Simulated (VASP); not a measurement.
# MnClF (P4/nmm) in VASP: further runs

The runs below take MnClF through single point, with PBE.

All numbers are computed with VASP 6.6.1; they aren't measurements. Logs are shortened: lines on timing, memory, paths and dates and some standing lists are left out, and cuts for length are marked.

### Step 1. The crystal as given

Symmetry: P4/nmm, No. 129, tetragonal system. The conventional cell has a = 3.913 Å, b = 3.913 Å, c = 6.423 Å, α = 90.00°, β = 90.00°, γ = 90.00°. Around Cl (site symmetry 4mm) lie 5 Mn at 2.86 to 2.92 Å and 4 F at 2.98 Å. F (site symmetry -4m2) has 4 Mn at 2.36 Å as nearest neighbours. Around Mn (site symmetry 4mm) lie 4 F at 2.36 Å.

The cell was built by a generator and needn't be a form met in nature.

### Step 2. Single point, PBE

File INCAR:

```
  PREC = Accurate
  ENCUT = 520
  EDIFF = 1E-6
  ISMEAR = -1
  SIGMA = 0.1
  LREAL = False
  LASPH = True
  NELM = 100
  ALGO = Normal
  ISIF = 2
  LWAVE = False
  LCHARG = False
  GGA = PE
  NBANDS = 36
```

File KPOINTS:

```
regular mesh
0
Gamma
  5 5 3
```

File POSCAR:

```
MnClF
1.0
    3.9132309500      0.0000000000      0.0000000000
    0.0000000000      3.9132309500      0.0000000000
    0.0000000000      0.0000000000      6.4230941200
Cl F Mn
2 2 2
Direct
    0.2500000000      0.2500000000      0.6491000000
    0.7500000000      0.7500000000      0.3509000000
    0.7500000000      0.2500000000      0.0000000000
    0.2500000000      0.7500000000      0.0000000000
    0.2500000000      0.2500000000      0.2044500000
    0.7500000000      0.7500000000      0.7955500000
```

Potentials or basis: VASP PAW PBE potentials, release 64 (Cl, F, Mn_pv).

Run with:

```
cat potpaw_PBE.64/Cl/POTCAR potpaw_PBE.64/F/POTCAR potpaw_PBE.64/Mn_pv/POTCAR > POTCAR
mpirun -np 1 vasp_std > vasp.out
```

OUTCAR:

```text
PREC = Accurate
   ENCUT = 520
   EDIFF = 1E-6
   ISMEAR = -1
   LREAL = False
   LASPH = True
   NELM = 100
   ISIF = 2
   GGA = PE

 ion  position               nearest neighbor table
   1  0.250  0.250  0.649-   5 2.86
   2  0.750  0.750  0.351-   6 2.86
   3  0.750  0.250  0.000-   5 2.36   6 2.36   6 2.36   5 2.36
   4  0.250  0.750  0.000-   5 2.36   6 2.36   5 2.36   6 2.36
   5  0.250  0.250  0.204-   3 2.36   4 2.36   4 2.36   3 2.36   1 2.86
   6  0.750  0.750  0.796-   3 2.36   4 2.36   3 2.36   4 2.36   2 2.86

  LATTYP: Found a simple tetragonal cell.
 ALAT       =     3.9132309500
 C/A-ratio  =     1.6413787487

  Lattice vectors:

 A1 = (   3.9132309500,   0.0000000000,   0.0000000000)
 A2 = (   0.0000000000,   3.9132309500,   0.0000000000)
 A3 = (   0.0000000000,   0.0000000000,   6.4230941200)

Analysis of symmetry for initial positions (statically):
=====================================================================
 Subroutine PRICEL returns:
 Original cell was already a primitive cell.

 Routine SETGRP: Setting up the symmetry group for a
 simple tetragonal supercell.

 Subroutine GETGRP returns: Found 16 space group operations
 (whereof  4 operations were pure point group operations)
 out of a pool of 16 trial point group operations.

The static configuration has the point symmetry C_2h.
 The point group associated with its full space group is D_4h.

Analysis of symmetry for dynamics (positions and initial velocities):
=====================================================================
 Subroutine PRICEL returns:
 Original cell was already a primitive cell.

 Routine SETGRP: Setting up the symmetry group for a
 simple tetragonal supercell.

 Subroutine GETGRP returns: Found 16 space group operations
 (whereof  4 operations were pure point group operations)
 out of a pool of 16 trial point group operations.

The dynamic configuration has the point symmetry C_2h.
 The point group associated with its full space group is D_4h.

 Subroutine INISYM returns: Found 16 space group operations
 (whereof  4 operations are pure point group operations),
 and found     1 'primitive' translations

----------------------------------------------------------------------------------------

                                     Primitive cell

  volume of cell :      98.3593

  direct lattice vectors                    reciprocal lattice vectors
     3.913230950  0.000000000  0.000000000     0.255543313  0.000000000  0.000000000
     0.000000000  3.913230950  0.000000000     0.000000000  0.255543313  0.000000000
     0.000000000  0.000000000  6.423094120     0.000000000  0.000000000  0.155688206

  length of vectors
     3.913230950  3.913230950  6.423094120     0.255543313  0.255543313  0.155688206

  position of ions in fractional coordinates (direct lattice)
     0.250000000  0.250000000  0.649100000
     0.750000000  0.750000000  0.350900000
     0.750000000  0.250000000  0.000000000
     0.250000000  0.750000000  0.000000000
     0.250000000  0.250000000  0.204450000
     0.750000000  0.750000000  0.795550000

  ion indices of the primitive-cell ions
   primitive index   ion index
                 1           1
                 2           2
                 3           3
                 4           4
                 5           5
                 6           6

----------------------------------------------------------------------------------------

 KPOINTS: regular mesh

Automatic generation of k-mesh.
 Grid dimensions read from file:
 generate k-points for:    5    5    3

 Generating k-lattice:

  Cartesian coordinates                     Fractional coordinates (reciprocal lattice)
     0.051108663  0.000000000  0.000000000     0.200000000  0.000000000  0.000000000
     0.000000000  0.051108663  0.000000000     0.000000000  0.200000000  0.000000000
     0.000000000  0.000000000  0.051896069     0.000000000  0.000000000  0.333333333

  Length of vectors
     0.051108663  0.051108663  0.051896069

  Shift w.r.t. Gamma in fractional coordinates (k-lattice)
     0.000000000  0.000000000  0.000000000

 Subroutine IBZKPT returns following result:
 ===========================================

 Found     12 irreducible k-points:

 Following reciprocal coordinates:
            Coordinates               Weight
  0.000000  0.000000  0.000000      1.000000
  0.200000  0.000000  0.000000      4.000000
  0.400000  0.000000  0.000000      4.000000
  0.200000  0.200000  0.000000      4.000000
  0.400000  0.200000  0.000000      8.000000
  0.400000  0.400000  0.000000      4.000000
  0.000000  0.000000  0.333333      2.000000
  0.200000  0.000000  0.333333      8.000000
  0.400000  0.000000  0.333333      8.000000
  0.200000  0.200000  0.333333      8.000000
  0.400000  0.200000  0.333333     16.000000
  0.400000  0.400000  0.333333      8.000000
   k-points           NKPTS =     12   k-points in BZ     NKDIM =     12   number of bands    NBANDS=     36
   number of dos      NEDOS =    301   number of ions     NIONS =      6
   total plane-waves  NPLWV =  43200
   dimension x,y,z NGX =    30 NGY =   30 NGZ =   48
   dimension x,y,z NGXF=    60 NGYF=   60 NGZF=   96
   ions per type =               2   2   2
   NGX,Y,Z   is equivalent  to a cutoff of  12.74, 12.74, 12.42 a.u.
   NGXF,Y,Z  is equivalent  to a cutoff of  25.49, 25.49, 24.85 a.u.
 SYSTEM =  unknown system
   PREC   = accura    normal or accurate (medium, high low for compatibility)
   ISTART =      0    job   : 0-new  1-cont  2-samecut
   ICHARG =      2    charge: 1-file 2-atom 10-const
   ISPIN  =      1    spin polarized calculation?
   LNONCOLLINEAR =      F non collinear calculations
   LSORBIT =      F    spin-orbit coupling
   LASPH  =      T    aspherical Exc in radial PAW
   ENCUT  =  520.0 eV  38.22 Ry    6.18 a.u.   7.28  7.28 11.94*2*pi/ulx,y,z
   NELM   =    100;   NELMIN=  2; NELMDL= -5     # of ELM steps
   EDIFF  = 0.1E-05   stopping-criterion for ELM
   LREAL  =      F    real-space projection
   EDIFFG = 0.1E-04   stopping-criterion for IOM
   NSW    =      0    number of steps for IOM
   IBRION =     -1    ionic relax: 0-MD 1-quasi-New 2-CG
   NFREE  =      0    steps in history (QN), initial steepest desc. (CG)
   ISIF   =      2    stress and relaxation
   ISYM   =      2    0-nonsym 1-usesym 2-fastsym
   POTIM  = 0.5000    time-step for ionic-motion
   TEBEG  =    0.0;   TEEND  =   0.0 temperature during run
   PSTRESS=    0.0 pullay stress
   NELECT =      54.0000    total number of electrons
   NUPDOWN=      -1.0000    fix difference up-down
   EMIN   =  10.00;   EMAX   =-10.00  energy-range for DOS
   EFERMI =   0.00;   METHOD = LEGACY
   ISMEAR =    -1;   SIGMA  =   0.10  broadening in eV -4-tet -1-fermi 0-gaus
   EFERMI_NEDOS =   21; number of points for ismear=-14 and -15
   IALGO  =     38    algorithm
   IMIX   =      4    mixing-type and parameters
     AMIX     =   0.40;   BMIX     =  1.00
     AMIX_MAG =   1.60;   BMIX_MAG =  1.00
  volume/ion in A,a.u.               =      16.39       110.63
  Fermi-wavevector in a.u.,A,eV,Ry     =   1.340503  2.533183 24.448952  1.796947
  Thomas-Fermi vector in A             =   2.468810
   LORBIT       =      0    0 simple, 1 ext, 2 COOP (PROOUT), +10 PAW based schemes
   GGA     = PE    functional components
   LHFCALC =     F    Hartree Fock is set to
   AEXX    =    0.0000 exact exchange contribution
   IVDW    =     0    specifies the selected vdW correction
   LEPSILON=     F    determine dielectric tensor
   LRPA    =     F    only Hartree local field effects (RPA)
 non-spin polarized calculation
  energy-cutoff  :      520.00
  volume of cell :       98.36
 maximum number of plane-waves:      2680
 NGX is ok and might be reduce to    30
   NGX = 15   NGY = 15   NGZ = 23

 number of electron      53.9999932 magnetization

 Free energy of the ion-electron system (eV)
  ---------------------------------------------------
  ext. energy  EPLUGINS =         0.00000000
  ---------------------------------------------------
  free energy    TOTEN  =       -26.22541093 eV

  energy without entropy =      -25.46646639  energy(sigma->0) =      -25.84593866

 E-fermi :   3.7640     XC(G=0): -10.0814

 val. band max:        3.7638998326   @ k =   0.4000   0.2000   0.3333
 cond. band min:       3.7670351270   @ k =   0.4000   0.2000   0.0000
 fundamental gap:      0.0031352945
 Fermi energy:         3.7639747466

 k-point     1 :       0.0000    0.0000    0.0000
  band No.  band energies     occupation
      1     -44.2126      2.00000
      2     -44.2126      2.00000
      3     -44.2114      2.00000
      4     -44.2114      2.00000
      5     -44.1774      2.00000
      6     -44.1742      2.00000
[... 28 lines left out ...]
     35      10.6086      0.00000
     36      10.9499      0.00000

 k-point     2 :       0.2000    0.0000    0.0000
  band No.  band energies     occupation
      1     -44.2132      2.00000
      2     -44.2124      2.00000
      3     -44.2123      2.00000
      4     -44.2114      2.00000
      5     -44.1770      2.00000
      6     -44.1744      2.00000
[... 28 lines left out ...]
     35      10.9561      0.00000
     36      11.0526      0.00000

 k-point     3 :       0.4000    0.0000    0.0000
  band No.  band energies     occupation
      1     -44.2142      2.00000
      2     -44.2139      2.00000
      3     -44.2121      2.00000
      4     -44.2117      2.00000
      5     -44.1760      2.00000
      6     -44.1751      2.00000
[... 28 lines left out ...]
     35      10.2526      0.00000
     36      10.5050      0.00000
[... 274 lines left out ...]
 k-point    11 :       0.4000    0.2000    0.3333
  band No.  band energies     occupation
      1     -44.2144      2.00000
      2     -44.2141      2.00000
      3     -44.2125      2.00000
      4     -44.2122      2.00000
      5     -44.1758      2.00000
      6     -44.1751      2.00000
[... 28 lines left out ...]
     35      10.2718      0.00000
     36      10.6413      0.00000

 k-point    12 :       0.4000    0.4000    0.3333
  band No.  band energies     occupation
      1     -44.2149      2.00000
      2     -44.2148      2.00000
      3     -44.2129      2.00000
      4     -44.2128      2.00000
      5     -44.1755      2.00000
      6     -44.1752      2.00000
[... 28 lines left out ...]
     35      10.7754      0.00000
     36      11.4195      0.00000

------------------------ aborting loop because EDIFF is reached ----------------------------------------

  FORCE on cell =-STRESS in cart. coord.  units (eV):
  Direction    XX          YY          ZZ          XY          YZ          ZX
  --------------------------------------------------------------------------------------
  -------------------------------------------------------------------------------------
  Total       -8.3968682     -8.3968682     -5.8780787      0.0000000     -0.0000000     -0.0000000
  in kB     -136.7768742   -136.7768742    -95.7482246      0.0000000     -0.0000000     -0.0000000
  external PRESSURE =    -123.1006577 kB  Pullay stress =       0.0000000 kB

 VOLUME and BASIS-vectors are now :
 -----------------------------------------------------------------------------
  energy-cutoff  :      520.00
  volume of cell :       98.36
      direct lattice vectors                 reciprocal lattice vectors
     3.913230950  0.000000000  0.000000000     0.255543313  0.000000000  0.000000000
     0.000000000  3.913230950  0.000000000     0.000000000  0.255543313  0.000000000
     0.000000000  0.000000000  6.423094120     0.000000000  0.000000000  0.155688206

 POSITION                                       TOTAL-FORCE (eV/Angst)
 -----------------------------------------------------------------------------------
      0.97831      0.97831      4.16923         0.000000      0.000000     -0.366365
      2.93492      2.93492      2.25386        -0.000000     -0.000000      0.366365
      2.93492      0.97831      0.00000         0.000000      0.000000      0.000000
      0.97831      2.93492      0.00000        -0.000000      0.000000      0.000000
      0.97831      0.97831      1.31320        -0.000000      0.000000     -0.417032
      2.93492      2.93492      5.10989         0.000000      0.000000      0.417032
 -----------------------------------------------------------------------------------
    total drift:                                0.000000      0.000000      0.000000

  FREE ENERGIE OF THE ION-ELECTRON SYSTEM (eV)
  ---------------------------------------------------
  free  energy   TOTEN  =       -26.2254109316 eV

  energy  without entropy=      -25.4664663872  energy(sigma->0) =      -25.84593866
```

Run time: 40 s. Hardware: 1 thread of AMD EPYC 7R13 (Zen 3), shared host; peak memory 0.18 GiB.

What came out:

| Property | Result |
| --- | --- |
| Free energy | -26.2254 eV |
| Pressure | -12.3 GPa |
| Largest force | 0.417 eV/Å |
| Band gap on the k mesh | none (metal or under the smearing width) |

Forces in eV/Å, atoms in the order of the input:
```
Cl   0.000  0.000 -0.366
Cl   0.000  0.000  0.366
F    0.000  0.000  0.000
F    0.000  0.000  0.000
Mn   0.000  0.000 -0.417
Mn   0.000  0.000  0.417
```

Stress tensor (GPa, compression positive):
```
-13.68   0.00   0.00
  0.00 -13.68   0.00
  0.00   0.00  -9.57
```

Caveat: the run has no spin polarisation, though such a crystal can be magnetic; semilocal functionals often make such compounds metallic where correlation or magnetic order opens a gap, which also shifts bond lengths.

### Step 3. Single point, PBE

File INCAR:

```
SYSTEM = MnClF
PREC = Accurate
ENCUT = 520
EDIFF = 1E-6
ISMEAR = -1
SIGMA = 0.1
LREAL = .False.
LASPH = .True.
NELM = 100
ALGO = Fast
ISIF = 2
LWAVE = .False.
LCHARG = .False.
GGA = PE
NBANDS = 36
```

File KPOINTS:

```
Automatic mesh
0
Gamma
  5 5 3
  0 0 0
```

POSCAR is that of step 2.

Potentials or basis: VASP PAW PBE potentials, release 64 (Cl, F, Mn_pv).

Run with:

```
cat potpaw_PBE.64/Cl/POTCAR potpaw_PBE.64/F/POTCAR potpaw_PBE.64/Mn_pv/POTCAR > POTCAR
mpirun -np 1 vasp_std > vasp.out
```

Wall time 41 s (1 thread of AMD EPYC 7R13 (Zen 3), shared host); peak memory 0.18 GiB.

The run converged. Its results:

```yaml
Free_energy: -26.2254 eV
Pressure: -12.3 GPa
Largest_force: 0.416 eV/Å
Band_gap_on_the_k_mesh: none (metal or under the smearing width)
```

Forces on the atoms (eV/Å):
```
Cl   0.000  0.000 -0.367
Cl   0.000  0.000  0.367
F    0.000  0.000  0.000
F    0.000  0.000  0.000
Mn   0.000  0.000 -0.416
Mn   0.000  0.000  0.416
```

Stress tensor (GPa, compression positive):
```
-13.68   0.00   0.00
  0.00 -13.68   0.00
  0.00   0.00  -9.57
```

Levels at points of the mesh, in eV from the Fermi level:
| k point | band 25 | band 26 | band 27 | band 28 | band 29 | band 30 |
| --- | --- | --- | --- | --- | --- | --- |
| (0.00, 0.00, 0.00) | -0.34 | -0.25 | -0.12 | 0.07 | 0.07 | 0.21 |

Caveat: the run has no spin polarisation, though such a crystal can be magnetic; semilocal functionals often make such compounds metallic where correlation or magnetic order opens a gap, which also shifts bond lengths.

### Step 4. Single point, PBE

File INCAR:

```
PREC = Accurate ; ENCUT = 520
EDIFF = 1E-7 ; ISMEAR = -1
SIGMA = 0.1 ; LREAL = F
LASPH = T ; NELM = 100
ALGO = Fast ; ISIF = 2
LWAVE = F ; LCHARG = F
GGA = PE ; NBANDS = 36
```

File KPOINTS:

```
regular mesh
0
Gamma
  8 8 4
```

POSCAR is that of step 3.

Run with:

```
cat potpaw_PBE.64/Cl/POTCAR potpaw_PBE.64/F/POTCAR potpaw_PBE.64/Mn_pv/POTCAR > POTCAR
mpirun -np 1 vasp_std > vasp.out
```

Run time: 3.1 min. Hardware: 1 thread of AMD EPYC 7R13 (Zen 3), shared host; peak memory 0.25 GiB.

Results (log left out):

| Item | Value |
| --- | --- |
| Free energy | -26.2251 eV |
| Pressure | -12.3 GPa |
| Largest force | 0.419 eV/Å |
| Band gap on the k mesh | none (metal or under the smearing width) |

Forces in eV/Å, atoms in the order of the input:
```
Cl   0.000  0.000 -0.368
Cl   0.000  0.000  0.368
F    0.000  0.000  0.000
F    0.000  0.000  0.000
Mn   0.000  0.000 -0.419
Mn   0.000  0.000  0.419
```

Stress tensor (GPa, compression positive):
```
-13.68   0.00   0.00
  0.00 -13.68   0.00
  0.00   0.00  -9.55
```

Levels at points of the mesh, in eV from the Fermi level:
| k point | band 25 | band 26 | band 27 | band 28 | band 29 | band 30 |
| --- | --- | --- | --- | --- | --- | --- |
| (0.00, 0.00, 0.00) | -0.34 | -0.25 | -0.12 | 0.07 | 0.07 | 0.21 |
| (0.50, 0.00, 0.00) | -0.22 | -0.22 | 0.05 | 0.05 | 0.19 | 0.19 |
| (0.50, 0.50, 0.00) | -0.05 | -0.05 | -0.01 | -0.01 | 0.11 | 0.11 |
| (0.00, 0.00, 0.50) | -0.36 | -0.31 | 0.16 | 0.19 | 0.19 | 0.22 |
| (0.50, 0.00, 0.50) | -0.12 | -0.12 | 0.02 | 0.02 | 0.09 | 0.09 |
| (0.50, 0.50, 0.50) | -0.14 | -0.14 | 0.03 | 0.03 | 0.11 | 0.11 |

Caveat: the run has no spin polarisation, though such a crystal can be magnetic; semilocal functionals often make such compounds metallic where correlation or magnetic order opens a gap, which also shifts bond lengths. With open d or f shells a metallic result of PBE can be an artefact of self-interaction; +U or a hybrid may open a gap.

### Step 5. Single point, PBE

File INCAR:

```
SYSTEM = MnClF
PREC     = Accurate       ! precision mode
ENCUT    = 520            ! plane-wave cutoff, eV
EDIFF    = 1E-6           ! SCF threshold, eV
ISMEAR   = -1             ! smearing method
SIGMA    = 0.1            ! smearing width, eV
LREAL    = .FALSE.        ! projectors in reciprocal space
LASPH    = .TRUE.         ! aspherical terms in the spheres
NELM     = 100            ! most SCF steps
ALGO     = Normal         ! electronic algorithm
ISIF     = 2              ! what is computed and relaxed
LWAVE    = .FALSE.        ! write WAVECAR
LCHARG   = .FALSE.        ! write CHGCAR
GGA      = PE             ! functional
NBANDS   = 36             ! bands
```

File KPOINTS:

```
regular mesh
0
G
  5 5 3
  0 0 0
```

POSCAR is that of step 4.

Run with:

```
cat potpaw_PBE.64/Cl/POTCAR potpaw_PBE.64/F/POTCAR potpaw_PBE.64/Mn_pv/POTCAR > POTCAR
mpirun -np 1 vasp_std > vasp.out
```

It took 39 s on 1 thread of AMD EPYC 7R13 (Zen 3), shared host; peak memory 0.18 GiB.

It converged, with:

- Free energy: -26.2254 eV
- Pressure: -12.3 GPa
- Largest force: 0.417 eV/Å
- Band gap on the k mesh: none (metal or under the smearing width)

Forces in eV/Å, atoms in the order of the input:
```
Cl   0.000  0.000 -0.366
Cl   0.000  0.000  0.366
F    0.000  0.000  0.000
F    0.000  0.000  0.000
Mn   0.000  0.000 -0.417
Mn   0.000  0.000  0.417
```

Stress tensor (GPa, compression positive):
```
-13.68   0.00   0.00
  0.00 -13.68   0.00
  0.00   0.00  -9.57
```

Levels at points of the mesh, in eV from the Fermi level:
```
           k point  band 24  band 25  band 26  band 27  band 28  band 29  band 30  band 31
(0.00, 0.00, 0.00)    -0.48    -0.34    -0.25    -0.12     0.07     0.07     0.21     0.45
```

Caveat: the run has no spin polarisation, though such a crystal can be magnetic; semilocal functionals often make such compounds metallic where correlation or magnetic order opens a gap, which also shifts bond lengths.
